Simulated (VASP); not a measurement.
Method: optB86b-vdW, VASP's PBE PAW potentials (set 64) (plane waves; VASP).

Input for VASP

### POSCAR
```
CdS
1
    2.0847336075    -3.6108643532     0.0000000000
    2.0847336075     3.6108643532     0.0000000000
   -0.0000000000     0.0000000000     6.7751631517
Cd S
2 2
Direct
  0.6666670000   0.3333330000   0.5000129281
  0.3333330000   0.6666670000   0.0000129281
  0.6666670000   0.3333330000   0.8769870719
  0.3333330000   0.6666670000   0.3769870719
```

### INCAR
```
SYSTEM = CdS
PREC = Accurate; ENCUT = 520; LREAL = .FALSE.
LASPH = .TRUE.
EDIFF = 1E-6; NELM = 100; ALGO = Normal
LMAXMIX = 4
ISMEAR = 0; SIGMA = 0.05
GGA = MK; LUSE_VDW = .TRUE.; AGGAC = 0.0
PARAM1 = 0.1234; PARAM2 = 1.0
IBRION = 2; NSW = 60; ISIF = 3
EDIFFG = -0.02
LWAVE = .FALSE.; LCHARG = .FALSE.
```

KPOINTS:
```
Automatic mesh
0
gamma
 6 6 3
```

POTCAR, in this order: Cd S (PBE.64 set). Program: vasp_std.

The resulting files:

OSZICAR:
```
       N       E                     dE             d eps       ncg     rms          rms(c)
DAV:   1     0.260593988371E+03    0.26059E+03   -0.18003E+04   616   0.151E+03
DAV:   2     0.108029522025E+02   -0.24979E+03   -0.24448E+03   670   0.357E+02
DAV:   3    -0.385820564987E+01   -0.14661E+02   -0.14570E+02   742   0.858E+01
DAV:   4    -0.403153475972E+01   -0.17333E+00   -0.17322E+00   718   0.924E+00
DAV:   5    -0.403446892031E+01   -0.29342E-02   -0.29340E-02   772   0.119E+00    0.109E+01
DAV:   6    -0.299207621205E+01    0.10424E+01   -0.26018E+00   768   0.168E+01    0.863E+00
DAV:   7    -0.298210603084E+01    0.99702E-02   -0.78868E-01   742   0.521E+00    0.407E+00
DAV:   8    -0.297858312851E+01    0.35229E-02   -0.11514E-01   714   0.362E+00    0.532E-01
DAV:   9    -0.297627233505E+01    0.23108E-02   -0.21715E-02   800   0.188E+00    0.156E-01
DAV:  10    -0.297641264713E+01   -0.14031E-03   -0.13611E-03   712   0.370E-01    0.100E-01
DAV:  11    -0.297648319858E+01   -0.70551E-04   -0.20038E-04   760   0.111E-01    0.102E-01
DAV:  12    -0.297649676404E+01   -0.13565E-04   -0.13823E-04   694   0.694E-02    0.126E-02
DAV:  13    -0.297649707510E+01   -0.31106E-06   -0.11168E-05   748   0.262E-02    0.648E-03
DAV:  14    -0.297649745070E+01   -0.37560E-06   -0.90288E-07   474   0.961E-03
   1 F= -.29764975E+01 E0= -.29764975E+01  d E =-.297650E+01
```

### OUTCAR
```
------------------------ aborting loop because EDIFF is reached ----------------------------------------
  FORCE on cell =-STRESS in cart. coord.  units (eV):
  Direction    XX          YY          ZZ          XY          YZ          ZX
  --------------------------------------------------------------------------------------
  Total       -0.0234121     -0.0234121      0.0332364      0.0000000      0.0000000      0.0000000
  in kB       -0.3677390     -0.3677390      0.5220514      0.0000000      0.0000000      0.0000000
  external PRESSURE =      -0.0711422 kB  Pullay stress =       0.0000000 kB
  volume of cell :      102.00
      direct lattice vectors                 reciprocal lattice vectors
     2.084733608 -3.610864353  0.000000000     0.239838797 -0.138471001  0.000000000
     2.084733608  3.610864353  0.000000000     0.239838797  0.138471001  0.000000000
     0.000000000  0.000000000  6.775163152     0.000000000  0.000000000  0.147597922
  FREE ENERGIE OF THE ION-ELECTRON SYSTEM (eV)
  ---------------------------------------------------
  free  energy   TOTEN  =        -2.9764974507 eV

  energy  without entropy=       -2.9764974507  energy(sigma->0) =       -2.97649745

 reached required accuracy - stopping structural energy minimisation
```
(Selected blocks of OUTCAR.)

The compound is CdS in the wurtzite structure. It was relaxed first. The start is the result of an earlier pass.
